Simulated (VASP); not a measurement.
# Cu2B (Fd-3m) in VASP: reference runs

Reference runs on Cu2B: the cell as given.

All numbers are computed with VASP 6.6.1; they aren't measurements. Logs are shortened: lines on timing, memory, paths and dates and some standing lists are left out, and cuts for length are marked.

**1. The crystal as given**

Symmetry: Fd-3m, No. 227, cubic system. Conventional cell: a = 6.567 Å, b = 6.567 Å, c = 6.567 Å, α = 90.00°, β = 90.00°, γ = 90.00°. Cu (site symmetry -3m) is surrounded by 6 Cu at 2.32 Å. Around B (site symmetry -43m) lie 12 Cu at 2.72 Å and 4 B at 2.84 Å.

The cell was built by a generator and needn't be a form met in nature.

**2. Single point, PBE**

INCAR reads:

```
SYSTEM = Cu2B
PREC = Accurate
ENCUT = 520
EDIFF = 1E-7
ISMEAR = -1
SIGMA = 0.05
LREAL = .False.
LASPH = .True.
NELM = 100
ALGO = Normal
ISIF = 2
LWAVE = .False.
LCHARG = .False.
GGA = PE
NBANDS = 34
```

KPOINTS reads:

```
regular mesh
0
Gamma
  7 7 7
  0 0 0
```

POSCAR reads:

```
Cu2B
1.0
    0.0000000000      3.2834700000      3.2834700000
    3.2834700000      0.0000000000      3.2834700000
    3.2834700000      3.2834700000      0.0000000000
Cu B
4 2
Direct
    0.1250000000      0.1250000000      0.1250000000
    0.6250000000      0.1250000000      0.1250000000
    0.1250000000      0.1250000000      0.6250000000
    0.1250000000      0.6250000000      0.1250000000
    0.5000000000      0.5000000000      0.5000000000
    0.7500000000      0.7500000000      0.7500000000
```

Potentials or basis: VASP PAW PBE potentials, release 64 (Cu, B).

Run with:

```
$ cat potpaw_PBE.64/Cu/POTCAR potpaw_PBE.64/B/POTCAR > POTCAR
$ mpirun -np 1 vasp_std > vasp.out
```

OUTCAR:

```text
SYSTEM = Cu2B
   PREC = Accurate
   ENCUT = 520
   EDIFF = 1E-7
   ISMEAR = -1
   LREAL = .False.
   LASPH = .True.
   NELM = 100
   ISIF = 2
   GGA = PE

 ion  position               nearest neighbor table
   1  0.125  0.125  0.125-   2 2.32   3 2.32   4 2.32   3 2.32   4 2.32   2 2.32
   2  0.625  0.125  0.125-   1 2.32   3 2.32   4 2.32   1 2.32   3 2.32   4 2.32
   3  0.125  0.125  0.625-   1 2.32   1 2.32   2 2.32   4 2.32   4 2.32   2 2.32
   4  0.125  0.625  0.125-   1 2.32   3 2.32   1 2.32   2 2.32   3 2.32   2 2.32
   5  0.500  0.500  0.500-
   6  0.750  0.750  0.750-

  LATTYP: Found a face centered cubic cell.
 ALAT       =     6.5669400000

  Lattice vectors:

 A1 = (   0.0000000000,   3.2834700000,   3.2834700000)
 A2 = (   3.2834700000,   0.0000000000,   3.2834700000)
 A3 = (   3.2834700000,   3.2834700000,   0.0000000000)

Analysis of symmetry for initial positions (statically):
=====================================================================
 Subroutine PRICEL returns:
 Original cell was already a primitive cell.

 Routine SETGRP: Setting up the symmetry group for a
 face centered cubic supercell.

 Subroutine GETGRP returns: Found 48 space group operations
 (whereof 24 operations were pure point group operations)
 out of a pool of 48 trial point group operations.

The static configuration has the point symmetry T_d .
 The point group associated with its full space group is O_h .

Analysis of symmetry for dynamics (positions and initial velocities):
=====================================================================
 Subroutine PRICEL returns:
 Original cell was already a primitive cell.

 Routine SETGRP: Setting up the symmetry group for a
 face centered cubic supercell.

 Subroutine GETGRP returns: Found 48 space group operations
 (whereof 24 operations were pure point group operations)
 out of a pool of 48 trial point group operations.

The dynamic configuration has the point symmetry T_d .
 The point group associated with its full space group is O_h .

 Subroutine INISYM returns: Found 48 space group operations
 (whereof 24 operations are pure point group operations),
 and found     1 'primitive' translations

----------------------------------------------------------------------------------------

                                     Primitive cell
[... 93 lines left out ...]
   NELM   =    100;   NELMIN=  2; NELMDL= -5     # of ELM steps
   EDIFF  = 0.1E-06   stopping-criterion for ELM
   LREAL  =      F    real-space projection
   EDIFFG = 0.1E-05   stopping-criterion for IOM
   NSW    =      0    number of steps for IOM
   IBRION =     -1    ionic relax: 0-MD 1-quasi-New 2-CG
   NFREE  =      0    steps in history (QN), initial steepest desc. (CG)
   ISIF   =      2    stress and relaxation
   ISYM   =      2    0-nonsym 1-usesym 2-fastsym
   POTIM  = 0.5000    time-step for ionic-motion
   TEBEG  =    0.0;   TEEND  =   0.0 temperature during run
   PSTRESS=    0.0 pullay stress
   NELECT =      50.0000    total number of electrons
   NUPDOWN=      -1.0000    fix difference up-down
   EMIN   =  10.00;   EMAX   =-10.00  energy-range for DOS
   EFERMI =   0.00;   METHOD = LEGACY
   ISMEAR =    -1;   SIGMA  =   0.05  broadening in eV -4-tet -1-fermi 0-gaus
   EFERMI_NEDOS =   21; number of points for ismear=-14 and -15
   IALGO  =     38    algorithm
   IMIX   =      4    mixing-type and parameters
     AMIX     =   0.40;   BMIX     =  1.00
     AMIX_MAG =   1.60;   BMIX_MAG =  1.00
  volume/ion in A,a.u.               =      11.80        79.63
  Fermi-wavevector in a.u.,A,eV,Ry     =   1.457880  2.754994 28.918015  2.125414
  Thomas-Fermi vector in A             =   2.574630
   LORBIT       =      0    0 simple, 1 ext, 2 COOP (PROOUT), +10 PAW based schemes
   GGA     = PE    functional components
   LHFCALC =     F    Hartree Fock is set to
   AEXX    =    0.0000 exact exchange contribution
   IVDW    =     0    specifies the selected vdW correction
   LEPSILON=     F    determine dielectric tensor
   LRPA    =     F    only Hartree local field effects (RPA)
 non-spin polarized calculation
  energy-cutoff  :      520.00
  volume of cell :       70.80
 maximum number of plane-waves:      1922
   NGX = 17   NGY = 17   NGZ = 17

 number of electron      49.9999971 magnetization

 Free energy of the ion-electron system (eV)
  ---------------------------------------------------
  ext. energy  EPLUGINS =         0.00000000
  ---------------------------------------------------
  free energy    TOTEN  =       -21.01045185 eV

  energy without entropy =      -20.97911559  energy(sigma->0) =      -20.99478372

 E-fermi :   6.1128     XC(G=0): -11.8760

 val. band max:        6.0924486739   @ k =   0.4286   0.0000   0.0000
 cond. band min:       6.1667948184   @ k =  -0.4286   0.4286   0.1429
 fundamental gap:      0.0743461445
 Fermi energy:         6.1128203480

 k-point     1 :       0.0000    0.0000    0.0000
  band No.  band energies     occupation
      1      -4.2566      2.00000
      2      -0.0669      2.00000
      3       1.3857      2.00000
      4       1.3857      2.00000
      5       1.3857      2.00000
      6       1.7453      2.00000
[... 729 lines left out ...]
     33      14.5800      0.00000
     34      14.8242      0.00000

------------------------ aborting loop because EDIFF is reached ----------------------------------------

  FORCE on cell =-STRESS in cart. coord.  units (eV):
  Direction    XX          YY          ZZ          XY          YZ          ZX
  --------------------------------------------------------------------------------------
  -------------------------------------------------------------------------------------
  Total        0.1681278      0.1681278      0.1681278      0.0000000      0.0000000     -0.0000000
  in kB        3.8047054      3.8047054      3.8047054      0.0000000      0.0000000     -0.0000000
  external PRESSURE =       3.8047054 kB  Pullay stress =       0.0000000 kB

 VOLUME and BASIS-vectors are now :
 -----------------------------------------------------------------------------
  energy-cutoff  :      520.00
  volume of cell :       70.80
      direct lattice vectors                 reciprocal lattice vectors
     0.000000000  3.283470000  3.283470000    -0.152277925  0.152277925  0.152277925
     3.283470000  0.000000000  3.283470000     0.152277925 -0.152277925  0.152277925
     3.283470000  3.283470000  0.000000000     0.152277925  0.152277925 -0.152277925

 POSITION                                       TOTAL-FORCE (eV/Angst)
 -----------------------------------------------------------------------------------
      0.82087      0.82087      0.82087        -0.000000     -0.000000      0.000000
      0.82087      2.46260      2.46260         0.000000     -0.000000      0.000000
      2.46260      2.46260      0.82087         0.000000     -0.000000      0.000000
      2.46260      0.82087      2.46260        -0.000000     -0.000000      0.000000
      3.28347      3.28347      3.28347        -0.000000     -0.000000     -0.000000
      4.92521      4.92521      4.92521         0.000000      0.000000      0.000000
 -----------------------------------------------------------------------------------
    total drift:                                0.000000      0.000000      0.000000

  FREE ENERGIE OF THE ION-ELECTRON SYSTEM (eV)
  ---------------------------------------------------
  free  energy   TOTEN  =       -21.0104518507 eV

  energy  without entropy=      -20.9791155851  energy(sigma->0) =      -20.99478372
```

stdout:

```text
POSCAR found type information on POSCAR CuB
 POSCAR found :  2 types and       6 ions
 scaLAPACK will be used
 LDA part: xc-table for (Slater+PW92), standard interpolation
 POSCAR, INCAR and KPOINTS ok, starting setup
 FFT: planning ... GRIDC
 FFT: planning ... GRID_SOFT
 FFT: planning ... GRID
 WAVECAR not read
 entering main loop
```

Wall time 33 s (1 thread of Intel Xeon 6975P-C (Granite Rapids), shared host); peak memory 0.21 GiB.

Results:

```
Free energy            : -21.0105 eV
Pressure               : 0.4 GPa
Band gap on the k mesh : none (metal or under the smearing width)
```
